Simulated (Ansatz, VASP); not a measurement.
# Cross-check of W (W slab, plane (2, 1, 0)) between VASP and Ansatz

Wanted: the spread between two codes on one cell, functional and k mesh. Of the first pair: The structure shown is the start of the Ansatz relaxation below; VASP solves that cell, so the two are compared at the walk's first step.

Calculated with Ansatz 0.2.0; plane waves, with VASP 6.6.1 beside it; PBE.

## Step 1: Set-up

The cell holds 28 atoms: 28 W. Cell: a = 7.077 Å, b = 3.165 Å, c = 30.107 Å, α = 90.0°, β = 90.0°, γ = 90.0°. Vacuum lies along c.

## Step 2: Ansatz: relaxation, PBE

Ansatz runs on its PAW soft_1 files.

The two programs are compared at the cell with which this relaxation starts, whose forces are those of its first step.

The input, input.yaml:

```yaml
crystal:
  lattice:
    - [7.0767079352, 0.0, 0.0]
    - [0.0, 3.1648, 0.0]
    - [0.0, 0.0, 30.1071114245]
  atoms:
    - { symbol: W, position: [0.8999999998, 0.5, 0.1660737202] }
    - { symbol: W, position: [0.1999999999, 0.0, 0.1895788245] }
    - { symbol: W, position: [0.4999999999, 0.5, 0.2130839288] }
    - { symbol: W, position: [0.7999999999, 0.0, 0.2365890331] }
    - { symbol: W, position: [0.0999999999, 0.5, 0.2600941373] }
    - { symbol: W, position: [0.3999999999, 0.0, 0.2835992416] }
    - { symbol: W, position: [0.6999999999, 0.5, 0.3071043459] }
    - { symbol: W, position: [0.9999999999, 0.0, 0.3306094502] }
    - { symbol: W, position: [0.2999999999, 0.5, 0.3541145545] }
    - { symbol: W, position: [0.5999999999, 0.0, 0.3776196587] }
    - { symbol: W, position: [0.8999999999, 0.5, 0.401124763] }
    - { symbol: W, position: [0.1999999999, 0.0, 0.4246298673] }
    - { symbol: W, position: [0.4999999999, 0.5, 0.4481349716] }
    - { symbol: W, position: [0.7999999999, 0.0, 0.4716400758] }
    - { symbol: W, position: [0.0999999999, 0.5, 0.4951451801] }
    - { symbol: W, position: [0.3999999999, 0.0, 0.5186502844] }
    - { symbol: W, position: [0.6999999999, 0.5, 0.5421553887] }
    - { symbol: W, position: [0.9999999999, 0.0, 0.5656604929] }
    - { symbol: W, position: [0.2999999999, 0.5, 0.5891655972] }
    - { symbol: W, position: [0.6, 0.0, 0.6126707015] }
    - { symbol: W, position: [0.9, 0.5, 0.6361758058] }
    - { symbol: W, position: [0.2, 0.0, 0.6596809101] }
    - { symbol: W, position: [0.5, 0.5, 0.6831860143] }
    - { symbol: W, position: [0.8, 0.0, 0.7066911186] }
    - { symbol: W, position: [0.1, 0.5, 0.7301962229] }
    - { symbol: W, position: [0.4, 0.0, 0.7537013272] }
    - { symbol: W, position: [0.7, 0.5, 0.7772064314] }
    - { symbol: W, position: [0.0, 0.0, 0.8007115357] }
kpoints:
  mp_grid: { grid: [4, 7, 1] }
hamiltonian:
  xc: pbe
  pseudopotentials: { kind: paw, azcp: { folder: soft_1 } }
scf:
  occupations: { method: fermi_dirac, width: 0.1 }
relax:
  f_tol: 0.03
  max_steps: 80
  constraints: [{ sites: [0, 1, 2, 3, 4] }]
```

Run with:

```bash
$ ansatz run input.yaml --threads 8 --pin off --max-ram 15360MiB --backend cpu --events-out ev --progress --plain --runs-dir out
```

Numbers of over 12 decimals in the logs are rounded to 6 here.

The log of the run:

```text
Warning: crystal.symmetry: narrowed to the stabiliser of the relax constraints — unitary ops 4 → 2; lowered at sites 0, 1, 2, 3, 4, 23, 24, 25, 26, 27 (the operations that carried what is held of a site onto what its image site leaves free; the constrained walk keeps no symmetry that its constraints do not admit)
Engine: ansatz 0.2.0, x86_64-unknown-linux-gnu
Pseudopotentials: kind: paw
Pseudopotential: W, paw, valence charge 14, recommended cutoff 420 eV (normal), soft_1/W.paw.azcp
Functional definition: PBE
  parameter kappa = 0.804
  parameter beta = 0.066725
  exchange = pbe_x(kappa = kappa, mu = beta*pi^2/3)
  correlation = pbe_c(beta = beta)
Crystal: 28 atoms, lattice volume = 674.290 Å³
Basis set: ecut = 420 eV, 13145 PW (Γ), exchange–correlation on 96×48×432 points (8 copies of the dense FFT grid, shifted against one another)
Bands: 236, of which v1, the nominal top of the filled ones, is band 196 counted from 1 (195 counted from 0)
Symmetry: 2 space group operations
k-points: 12 of 28 (time reversal used)
Non-local potential: W, projectors of the file, l = 0: 3, l = 1: 2, l = 2: 2, l = 3: 1
PAW form: soft (Blöchl's): semilocal exchange-correlation on the pseudo side does not see the compensation charge
PAW one-centre angular grid: W, 590 points (default); XC on 64 Gauss nodes
Initial density: superposition of atomic densities (neutral atoms: chi_scale 0, normalization atom)
Initial wavefunctions: pseudopotential atomic-orbital guess
Functional: x = pbe(κ = 0.804, μ = 0.219515), c = pbe(β = 0.066725)
SCF iter   1: F=—  HF=-290806.412139 eV  |F-HF|=—  |Δ(HF+E_count)|=         —  Δρ=5.76e-2  dr2=2.42e2  ethr=3.10e-3  ⟨swp⟩=8.4  Hψ=12928  notcnv=0
preconditioner: auto → LDOS  [metal: Δε(μ)=0.003 eV  Ē_g=5.217 eV  σ=0.100 eV  W_gap=0.01  n_scr=176 (ndim 8)  ℏωp=18.5 eV  f_vac=0.284  D(μ)=20.27/eV (n_scr^D=152)  β→1.0]
SCF iter   2: F=—  HF=-290800.580124 eV  |F-HF|=—  |Δ(HF+E_count)|=    5.83e0  Δρ=4.17e-2  dr2=1.26e2  ethr=3.10e-3  ⟨swp⟩=4.3  Hψ=7637  notcnv=0  defer=4
SCF iter   3: F=—  HF=-290795.367875 eV  |F-HF|=—  |Δ(HF+E_count)|=    5.21e0  Δρ=8.47e-3  dr2=1.28e0  ethr=3.10e-3  ⟨swp⟩=4.0  Hψ=6232  notcnv=0  defer=13
SCF iter   4: F=—  HF=-290795.092513 eV  |F-HF|=—  |Δ(HF+E_count)|=   2.75e-1  Δρ=2.65e-3  dr2=9.24e-2  ethr=3.26e-4  ⟨swp⟩=3.0  Hψ=5352  notcnv=0  defer=9
SCF iter   5: F=—  HF=-290795.092819 eV  |F-HF|=—  |Δ(HF+E_count)|=   3.06e-4  Δρ=9.99e-4  dr2=2.63e-2  ethr=2.36e-5  ⟨swp⟩=2.8  Hψ=4722  notcnv=0  defer=9
SCF iter   6: F=—  HF=-290795.091316 eV  |F-HF|=—  |Δ(HF+E_count)|=   1.50e-3  Δρ=3.52e-4  dr2=3.11e-3  ethr=6.71e-6  ⟨swp⟩=2.4  Hψ=3898  notcnv=0  defer=9
SCF iter   7: F=—  HF=-290795.092382 eV  |F-HF|=—  |Δ(HF+E_count)|=   1.07e-3  Δρ=1.15e-4  dr2=2.66e-4  ethr=7.93e-7  ⟨swp⟩=2.8  Hψ=4390  notcnv=0  defer=9
SCF iter   8: F=—  HF=-290795.092387 eV  |F-HF|=—  |Δ(HF+E_count)|=   5.72e-6  Δρ=4.00e-5  dr2=5.08e-5  ethr=6.79e-8  ⟨swp⟩=2.9  Hψ=4802  notcnv=0  defer=9
SCF iter   9: F=-290795.092390 eV  HF=-290795.092392 eV  |F-HF|=2.29e-6  |Δ(HF+E_count)|=   4.90e-6  Δρ=1.39e-5  dr2=4.57e-6  ethr=5.74e-9  ⟨swp⟩=5.2  Hψ=8796  notcnv=0
SCF 1 converged in 9 iterations: F = -290795.092390 eV  dr2 = 4.57e-6
  greatest PAW one-centre occupation: 0.999 electrons in one spin orbital (limit 2), on the W atom at site 24 (counted from 0), in its partial waves of l = 0
relax step   1: F+E_penalty+E_count = -290795.09238994 eV  Δ(F+E_penalty+E_count) = +0.000e0 eV  max|allowed force component| = 1.820e0 eV/Å  Δτ_max = 0.0000 Å  (9 SCF iters, dr2 threshold 2.25e-5 eV, accepted)
[...]
relax step   2: F+E_penalty+E_count = -290795.26520127 eV  Δ(F+E_penalty+E_count) = -1.728e-1 eV  max|allowed force component| = 1.215e0 eV/Å  Δτ_max = 0.1949 Å  (6 SCF iters, dr2 threshold 1.00e-4 eV, accepted)
[...]
relax step   3: F+E_penalty+E_count = -290795.37386972 eV  Δ(F+E_penalty+E_count) = -1.087e-1 eV  max|allowed force component| = 1.966e-1 eV/Å  Δτ_max = 0.1745 Å  (6 SCF iters, dr2 threshold 9.23e-5 eV, accepted)
[...]
relax step   4: F+E_penalty+E_count = -290795.38088227 eV  Δ(F+E_penalty+E_count) = -7.013e-3 eV  max|allowed force component| = 4.829e-2 eV/Å  Δτ_max = 0.0441 Å  (6 SCF iters, dr2 threshold 2.42e-6 eV, accepted)
[...]
relax step   5: F+E_penalty+E_count = -290795.38152995 eV  Δ(F+E_penalty+E_count) = -6.477e-4 eV  max|allowed force component| = 9.914e-3 eV/Å  Δτ_max = 0.0115 Å  (7 SCF iters, accepted)
SCF converged after 7 iterations
Free energy (F): -290795.381530 eV
Harris-Foulkes:  -290795.381530 eV  (|F-HF|=2.15e-9)
Internal energy: -290794.832656 eV  (E = F + TS)
E sigma→0 (E₀):  -290795.107093 eV
Entropy (-TS):   -0.548874 eV (-19.603 meV/atom)
Fermi energy:    13.346440 eV
--- Per-component energies (eV) ---
  E_band       = -5875.440783
  E_kinetic    = 11778.782408
  E_local      = -367487.504113  (includes V_loc(G=0)·N_el)
  E_nonlocal   = -708.120872
  E_hartree    = 180772.035697
  E_xc         = -7478.455719
  E_vxc        = -6454.592175  (∫ρ·V_xc dr)
  E_paw        = -240178.419661  (= ΣΔE_a)
  E_vpaw       = -4548.097938  (= ΣTr[D̂ρ^β])
  E_aug_tail   = 0.004147  (compensation charges beyond the density's cutoff)
  E_ewald      = 132506.845458
  E_smearing   = -0.548874  (= −TS)
  E_closure    = -0.000000  (closes the sum)
  Σ components = -290795.381530   (vs F -290795.381530, Δ=0.00e0)
--- Forces (eV/Å), atoms counted from 1 ---
  atom   1  W      0.70185696    -0.00000000     1.82335768
  atom   2  W     -0.86915695     0.00000000     0.14980953
  atom   3  W     -0.14740946     0.00000000    -0.34578511
  atom   4  W      0.14775597    -0.00000000    -1.12744297
  atom   5  W      0.17229228    -0.00000000    -0.50305731
  atom   6  W      0.00167867     0.00000000     0.00420817
  atom   7  W      0.00221924     0.00000000     0.00097998
  atom   8  W      0.00096258    -0.00000000     0.00449756
  atom   9  W     -0.00307804     0.00000000    -0.00505465
  atom  10  W      0.00025200    -0.00000000     0.00372905
  atom  11  W      0.00095515    -0.00000000    -0.00252158
  atom  12  W      0.00170703    -0.00000000     0.00037407
  atom  13  W     -0.00150146     0.00000000     0.00117817
  atom  14  W      0.00042438     0.00000000    -0.00430647
  atom  15  W     -0.00049965    -0.00000000     0.00381215
  atom  16  W     -0.00140053    -0.00000000    -0.00449350
  atom  17  W     -0.00122700     0.00000000     0.00543840
  atom  18  W      0.00363687     0.00000000    -0.00560266
  atom  19  W     -0.00294724     0.00000000     0.00901580
  atom  20  W     -0.00278416     0.00000000    -0.00991378
  atom  21  W     -0.00215864     0.00000000     0.00282452
  atom  22  W     -0.00288685     0.00000000    -0.00762895
  atom  23  W      0.00424697    -0.00000000    -0.00011325
  atom  24  W     -0.00030519     0.00000000    -0.00038657
  atom  25  W     -0.00328626    -0.00000000    -0.00688880
  atom  26  W     -0.00032916     0.00000000     0.00484714
  atom  27  W      0.00309428    -0.00000000     0.00899177
  atom  28  W     -0.00216561     0.00000000     0.00012182
  max |Σ_I F_I| component: 5.38e-5 eV/Å
--- Relaxed structure (5 steps of the walk, 5 accepted, 0 SCFs on fresh bases) ---
  F+E_penalty+E_count = -290795.38152995 eV   max|allowed force component| = 9.914e-3 eV/Å
  atoms:
    - { symbol: W, position: [0.900000, 0.500000, 0.166074] }
    - { symbol: W, position: [0.200000, 0.0, 0.189579] }
    - { symbol: W, position: [0.500000, 0.500000, 0.213084] }
    - { symbol: W, position: [0.800000, 0.0, 0.236589] }
    - { symbol: W, position: [0.100000, 0.500000, 0.260094137325] }
    - { symbol: W, position: [0.401616, -4.0109166289971904e-19, 0.283027] }
    - { symbol: W, position: [0.701928, 0.500000, 0.307826] }
    - { symbol: W, position: [1.001263, -3.136486991868484e-19, 0.331494] }
    - { symbol: W, position: [0.300599, 0.500000, 0.354692] }
    - { symbol: W, position: [0.599679, 0, 0.378690] }
    - { symbol: W, position: [0.900372, 0.500000, 0.402479] }
    - { symbol: W, position: [0.200373, 0, 0.426271] }
    - { symbol: W, position: [0.500319, 0.500000, 0.449980] }
    - { symbol: W, position: [0.800255, 0, 0.473890] }
    - { symbol: W, position: [0.100610, 0.500000, 0.497540] }
    - { symbol: W, position: [0.400537, -1.3321360914048514e-19, 0.521406] }
    - { symbol: W, position: [0.700535, 0.500000, 0.545147] }
    - { symbol: W, position: [1.000493, -1.2227876933516463e-19, 0.568923] }
    - { symbol: W, position: [0.301157, 0.500000, 0.592741] }
    - { symbol: W, position: [0.600009, 0, 0.616593] }
    - { symbol: W, position: [0.899998, 0.500000, 0.639984] }
    - { symbol: W, position: [0.199062, 2.3290355039047273e-19, 0.663729] }
    - { symbol: W, position: [0.498841, 0.500000, 0.688427] }
    - { symbol: W, position: [0.799070, 2.309050530288532e-19, 0.710749] }
    - { symbol: W, position: [0.102414, 0.500000, 0.735628] }
    - { symbol: W, position: [0.406142, -1.5246773936606171e-18, 0.758903] }
    - { symbol: W, position: [0.706503, 0.500000, 0.780809] }
    - { symbol: W, position: [-0.00739535, 1.8359203686371676e-18, 0.799858] }
```

(Continued in part 2 of 3.)

[Lines on the potential files, build, host, timing and source positions are cut from VASP's logs without a mark.]

[Logs are printed without paths, hosts, clocks, repeated set-up lines and the standing remarks that a program may print on its own settings, such as how far it seeks lower states.]

[Hosts, paths, dates, database ids (printed as entryN), source tags and the programs' standing remarks are cut or masked in the printed files.]
